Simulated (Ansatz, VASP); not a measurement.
**Two plane-wave programs on Be2Sn**

Contents of INCAR:

```
PREC = Accurate
ENCUT = 520
EDIFF = 1E-6
ISMEAR = -1
SIGMA = 0.02
LREAL = False
LASPH = True
NELM = 100
ALGO = Normal
ISIF = 2
LWAVE = False
LCHARG = True
GGA = PE
LELF = True
LVHAR = True
NBANDS = 16
```

KPOINTS

```
Automatic mesh
0
Gamma
  6 6 6
```

POSCAR

```
Be2Sn
1.0
    0.0000000000      2.9015655568      2.9015655568
    2.9015655568      0.0000000000      2.9015655568
    2.9015655568      2.9015655568      0.0000000000
Sn Be
1 2
Direct
    0.0000000000      0.0000000000      0.0000000000
    0.2500000000      0.2500000000      0.2500000000
    0.7500000000      0.7500000000      0.7500000000
```

Input for Ansatz:

```yaml
crystal:
  lattice:
    - [0.0, 2.9015655568, 2.9015655568]
    - [2.9015655568, 0.0, 2.9015655568]
    - [2.9015655568, 2.9015655568, 0.0]
  atoms:
    - { symbol: Sn, position: [0.0, 0.0, 0.0] }
    - { symbol: Be, position: [0.25, 0.25, 0.25] }
    - { symbol: Be, position: [0.75, 0.75, 0.75] }
kpoints:
  mp_grid: { grid: [6, 6, 6] }
hamiltonian:
  xc: pbe
scf:
  occupations: { method: fermi_dirac, width: 0.02 }
  n_extra_bands: 4
output:
  forces: true
  stress: true
  eigenvalues: true
```

The cell was built by a generator and needn't be a form met in nature.

Alike in both runs: task single point; functional PBE; k mesh 6 × 6 × 6; occupations fermi-dirac, width 0.02 eV; no spin polarisation.

|  | VASP | Ansatz |
| --- | --- | --- |
| version | VASP 6.6.1 | Ansatz 0.2.0 |
| potentials or method | VASP PAW PBE potentials, release 64 (Sn_d, Be) | plane waves, PAW |
| plane-wave cutoff (eV) | 520 | 420 |
| valence electrons in the cell | 18 | 18 |

```csv
,VASP,Ansatz,Ansatz less VASP
pressure (GPa),0.3,0.3,+0.02
```
